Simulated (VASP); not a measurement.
All values below come from HSE06 screened hybrid, VASP's PBE PAW potentials (set 64) (plane waves; VASP).

VASP ran on this input.

### POSCAR
```
C
1.0
  0.0000000000   1.7803750000   1.7803750000
  1.7803750000   0.0000000000   1.7803750000
  1.7803750000   1.7803750000   0.0000000000
C
2
Cart
  1.7805441356   1.7735686264   1.7996529005
  2.6703933644   2.6773688736   2.6512845995
```

**INCAR**
```
SYSTEM = C
PREC = Accurate
ENCUT = 460
EDIFF = 1E-6
NELM = 100
ALGO = Normal
LREAL = .FALSE.
LASPH = .TRUE.
ISMEAR = 0
SIGMA = 0.01
GGA = PE
HFSCREEN = 0.2
AEXX = 0.25
LHFCALC = .TRUE.
PRECFOCK = Fast
ISYM = 3
LWAVE = .FALSE.
LCHARG = .FALSE.
ISIF = 2
```

### KPOINTS
```
Automatic mesh
0
G
  9 9 9
```

POTCAR, in this order: C (PBE.64 set). Program: vasp_std.

The resulting files:

### OSZICAR
```
       N       E                     dE             d eps       ncg     rms          rms(c)
DAV:   1    -0.546847899743E+02   -0.54685E+02   -0.47327E+03  6448   0.870E+02
DAV:   2    -0.694925579846E+02   -0.14808E+02   -0.14308E+02  9552   0.102E+02
DAV:   3    -0.695745784981E+02   -0.82021E-01   -0.82021E-01  6200   0.934E+00
DAV:   4    -0.695746835805E+02   -0.10508E-03   -0.10508E-03  8376   0.346E-01
DAV:   5    -0.218899011115E+02    0.47685E+02   -0.95967E-01  7216   0.104E+01    0.611E+00
DAV:   6    -0.212604742993E+02    0.62943E+00   -0.48672E-01  6232   0.578E+00    0.374E+00
DAV:   7    -0.211058042018E+02    0.15467E+00   -0.18233E-01  6824   0.341E+00    0.229E+00
DAV:   8    -0.210703747334E+02    0.35429E-01   -0.47430E-02  6000   0.175E+00    0.140E+00
DAV:   9    -0.210622083561E+02    0.81664E-02   -0.10933E-02  6496   0.846E-01    0.846E-01
DAV:  10    -0.210603140561E+02    0.18943E-02   -0.25106E-03  6544   0.416E-01    0.508E-01
DAV:  11    -0.210598863462E+02    0.42771E-03   -0.59750E-04  7360   0.211E-01    0.302E-01
DAV:  12    -0.210597990071E+02    0.87339E-04   -0.15176E-04  7096   0.113E-01    0.179E-01
DAV:  13    -0.210597867229E+02    0.12284E-04   -0.42038E-05  6440   0.642E-02    0.106E-01
DAV:  14    -0.210597879442E+02   -0.12213E-05   -0.12734E-05  6232   0.378E-02    0.619E-02
DAV:  15    -0.210597900906E+02   -0.21464E-05   -0.41453E-06  6296   0.228E-02    0.360E-02
DAV:  16    -0.210597914098E+02   -0.13192E-05   -0.14383E-06  5592   0.139E-02    0.210E-02
DAV:  17    -0.210597919866E+02   -0.57680E-06   -0.52932E-07  2944   0.872E-03
   1 F= -.21059792E+02 E0= -.21059792E+02  d E =-.195245E-72
```

File OUTCAR:
```
------------------------ aborting loop because EDIFF is reached ----------------------------------------
  FORCE on cell =-STRESS in cart. coord.  units (eV):
  Direction    XX          YY          ZZ          XY          YZ          ZX
  --------------------------------------------------------------------------------------
  Total       -0.3163892     -0.3204369     -0.3484722      0.1445305     -0.0236115     -0.0502789
  in kB      -44.9125544    -45.4871365    -49.4668557     20.5166137     -3.3517320     -7.1372592
  external PRESSURE =     -46.6221822 kB  Pullay stress =       0.0000000 kB
  volume of cell :       11.29
      direct lattice vectors                 reciprocal lattice vectors
     0.000000000  1.780375000  1.780375000    -0.280839711  0.280839711  0.280839711
     1.780375000  0.000000000  1.780375000     0.280839711 -0.280839711  0.280839711
     1.780375000  1.780375000  0.000000000     0.280839711  0.280839711 -0.280839711
 POSITION                                       TOTAL-FORCE (eV/Angst)
 -----------------------------------------------------------------------------------
      1.78054      1.77357      1.79965         0.052090      0.554096     -1.567720
      2.67039      2.67737      2.65128        -0.052090     -0.554096      1.567720
 -----------------------------------------------------------------------------------
    total drift:                                0.000000      0.000000     -0.000000
  FREE ENERGIE OF THE ION-ELECTRON SYSTEM (eV)
  ---------------------------------------------------
  free  energy   TOTEN  =       -21.0597919866 eV

  energy  without entropy=      -21.0597919866  energy(sigma->0) =      -21.05979199

  exchange ACFDT corr.  =         0.00000000  see jH, gK, PRB 81, 115126
```
(Selected blocks of OUTCAR.)

At this cut-off the stress carries a Pulay error, which pulls relaxed volumes low.

The structure comes from a computed database's C entry; how it stands against other phases isn't given here. The cell was not relaxed at this level, atoms are displaced from their ideal sites. The run is one of a series of settings (ENCUT = 460 against the base run), some of them coarse on purpose.
